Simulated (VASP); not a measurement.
OSZICAR of a VASP run on SiO$_{2}$ (rutile):

OSZICAR:
```
       N       E                     dE             d eps       ncg     rms          rms(c)
DAV:   1     0.167332410915E+03    0.16733E+03   -0.18303E+04   960   0.154E+03
DAV:   2    -0.441852295606E+02   -0.21152E+03   -0.20434E+03  1324   0.322E+02
DAV:   3    -0.513917069651E+02   -0.72065E+01   -0.71861E+01  1152   0.643E+01
DAV:   4    -0.514484240462E+02   -0.56717E-01   -0.56658E-01  1140   0.652E+00
DAV:   5    -0.514490552194E+02   -0.63117E-03   -0.63109E-03  1108   0.677E-01    0.170E+01
DAV:   6    -0.465703173793E+02    0.48787E+01   -0.19706E+01  1068   0.313E+01    0.747E+00
DAV:   7    -0.465930323820E+02   -0.22715E-01   -0.52955E-01  1124   0.516E+00    0.286E+00
DAV:   8    -0.466025891121E+02   -0.95567E-02   -0.17383E-02  1088   0.138E+00    0.109E+00
DAV:   9    -0.466077920955E+02   -0.52030E-02   -0.73726E-03  1120   0.943E-01    0.249E-01
DAV:  10    -0.466079727442E+02   -0.18065E-03   -0.72515E-04  1124   0.221E-01    0.494E-02
DAV:  11    -0.466079330398E+02    0.39704E-04   -0.17738E-04  1108   0.101E-01    0.949E-03
DAV:  12    -0.466079339715E+02   -0.93176E-06   -0.93235E-06  1100   0.223E-02
   1 F= -.46607934E+02 E0= -.46607934E+02  d E =-.466079E+02
       N       E                     dE             d eps       ncg     rms          rms(c)
DAV:   1    -0.466086337123E+02   -0.70067E-03   -0.49169E-02  1060   0.196E+00    0.160E-01
DAV:   2    -0.466082996009E+02    0.33411E-03   -0.61415E-04  1108   0.210E-01    0.857E-02
DAV:   3    -0.466081517181E+02    0.14788E-03   -0.17907E-04  1128   0.114E-01    0.150E-02
DAV:   4    -0.466081474190E+02    0.42991E-05   -0.21790E-05  1112   0.375E-02    0.371E-03
DAV:   5    -0.466081472063E+02    0.21276E-06   -0.90167E-07   596   0.789E-03
   2 F= -.46608147E+02 E0= -.46608147E+02  d E =-.213235E-03
       N       E                     dE             d eps       ncg     rms          rms(c)
DAV:   1    -0.466081967403E+02   -0.49321E-04   -0.28018E-03  1056   0.467E-01    0.385E-02
DAV:   2    -0.466081776055E+02    0.19135E-04   -0.35343E-05  1116   0.504E-02    0.205E-02
DAV:   3    -0.466081691710E+02    0.84345E-05   -0.10122E-05  1116   0.270E-02    0.370E-03
DAV:   4    -0.466081689085E+02    0.26248E-06   -0.11569E-06   588   0.907E-03
   3 F= -.46608169E+02 E0= -.46608169E+02  d E =-.234937E-03
```

Which electronic solver shows in the log?

It is blocked Davidson (ALGO = Normal, or the opening steps of other solvers). The INCAR had ALGO = Normal.

Can the final energy be trusted as converged?

Self-consistency was reached. It stopped with EDIFF = 1E-6, NELM = 100, NSW = 60 and EDIFFG = -0.02 after 3 ionic steps (PW91 GGA, plane waves, VASP's PBE PAW potentials (set 64)).

The compound is SiO2 in the rutile structure, stishovite, a high-pressure form. This run relaxes it. Symmetry was kept, so distortions that lower it aren't found. The start is the result of an earlier pass.
